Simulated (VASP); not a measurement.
OSZICAR of a VASP run on Ti (hcp):

OSZICAR:
```
       N       E                     dE             d eps       ncg     rms          rms(c)
DAV:   1     0.252627405156E+03    0.25263E+03   -0.13661E+04  2688   0.186E+03
DAV:   2     0.168549378045E+02   -0.23577E+03   -0.23444E+03  2800   0.491E+02
DAV:   3    -0.102164166256E+02   -0.27071E+02   -0.26887E+02  5304   0.135E+02
DAV:   4    -0.113492882213E+02   -0.11329E+01   -0.11328E+01  2760   0.291E+01
DAV:   5    -0.114145550936E+02   -0.65267E-01   -0.65265E-01  4512   0.478E+00    0.113E+01
DAV:   6    -0.956140182328E+01    0.18532E+01   -0.72910E+00  3176   0.308E+01    0.292E+00
DAV:   7    -0.955572662075E+01    0.56752E-02   -0.64814E-01  4048   0.668E+00    0.194E+00
DAV:   8    -0.957838514728E+01   -0.22659E-01   -0.18374E-01  3048   0.593E+00    0.659E-01
DAV:   9    -0.957063977777E+01    0.77454E-02   -0.41164E-02  3288   0.241E+00    0.527E-02
DAV:  10    -0.957083714573E+01   -0.19737E-03   -0.21272E-03  4200   0.375E-01    0.712E-02
DAV:  11    -0.957085798924E+01   -0.20844E-04   -0.14075E-04  3360   0.119E-01    0.225E-02
DAV:  12    -0.957084195646E+01    0.16033E-04   -0.19649E-05  3272   0.421E-02    0.131E-03
DAV:  13    -0.957084379595E+01   -0.18395E-05   -0.61129E-07  2104   0.800E-03    0.158E-03
DAV:  14    -0.957084493503E+01   -0.11391E-05   -0.17188E-07  1696   0.411E-03    0.229E-04
DAV:  15    -0.957084488652E+01    0.48507E-07   -0.41980E-08  1648   0.224E-03
   1 F= -.95708449E+01 E0= -.95708613E+01  d E =-.957084E+01
       N       E                     dE             d eps       ncg     rms          rms(c)
DAV:   1    -0.106674045175E+02   -0.10966E+01   -0.26727E+01  3712   0.698E+01    0.890E+00
DAV:   2    -0.958389442723E+01    0.10835E+01   -0.51230E+00  3920   0.274E+01    0.262E+00
DAV:   3    -0.953191212910E+01    0.51982E-01   -0.72759E-01  3880   0.589E+00    0.941E-01
DAV:   4    -0.955420470797E+01   -0.22293E-01   -0.16282E-01  3472   0.299E+00    0.262E-01
DAV:   5    -0.956592526205E+01   -0.11721E-01   -0.23820E-02  3840   0.122E+00    0.415E-01
DAV:   6    -0.957558882029E+01   -0.96636E-02   -0.21102E-02  3480   0.858E-01    0.995E-02
DAV:   7    -0.957603404242E+01   -0.44522E-03   -0.13502E-03  3976   0.275E-01    0.781E-02
DAV:   8    -0.957634592721E+01   -0.31188E-03   -0.75877E-04  3288   0.206E-01    0.189E-02
DAV:   9    -0.957635999072E+01   -0.14064E-04   -0.14341E-04  4040   0.646E-02    0.181E-02
DAV:  10    -0.957635959384E+01    0.39688E-06   -0.53664E-06  2752   0.216E-02
   2 F= -.95763596E+01 E0= -.95763447E+01  d E =-.551471E-02
       N       E                     dE             d eps       ncg     rms          rms(c)
DAV:   1    -0.978436777173E+01   -0.20801E+00   -0.49389E+00  3688   0.313E+01    0.381E+00
DAV:   2    -0.958450997480E+01    0.19986E+00   -0.10802E+00  4056   0.121E+01    0.109E+00
DAV:   3    -0.957467391351E+01    0.98361E-02   -0.11992E-01  3736   0.236E+00    0.328E-01
DAV:   4    -0.957890040335E+01   -0.42265E-02   -0.23983E-02  3776   0.104E+00    0.147E-01
DAV:   5    -0.958269489559E+01   -0.37945E-02   -0.85670E-03  3456   0.609E-01    0.198E-01
DAV:   6    -0.958344463767E+01   -0.74974E-03   -0.22457E-03  3920   0.412E-01    0.580E-02
DAV:   7    -0.958360445151E+01   -0.15981E-03   -0.36908E-04  3504   0.145E-01    0.122E-02
DAV:   8    -0.958362445726E+01   -0.20006E-04   -0.51100E-05  4064   0.422E-02    0.476E-03
DAV:   9    -0.958362367945E+01    0.77782E-06   -0.19427E-06  2144   0.136E-02
   3 F= -.95836237E+01 E0= -.95836170E+01  d E =-.127788E-01
```

Task: Which electronic solver shows in the log?

Result: It is blocked Davidson (ALGO = Normal, or the opening steps of other solvers). The INCAR had ALGO = Normal.

Task: Can the final energy be trusted as converged?

Result: The calculation finished and met its thresholds. It stopped with EDIFF = 1E-6, NELM = 100, NSW = 60 and EDIFFG = -0.01 after 3 ionic steps (optB88-vdW, plane waves, VASP's PBE PAW potentials (set 64)). Energy and stress use the plane-wave basis of the starting cell.

The compound is Ti in the hcp structure. This run relaxes it. Symmetry was kept, so distortions that lower it aren't found.
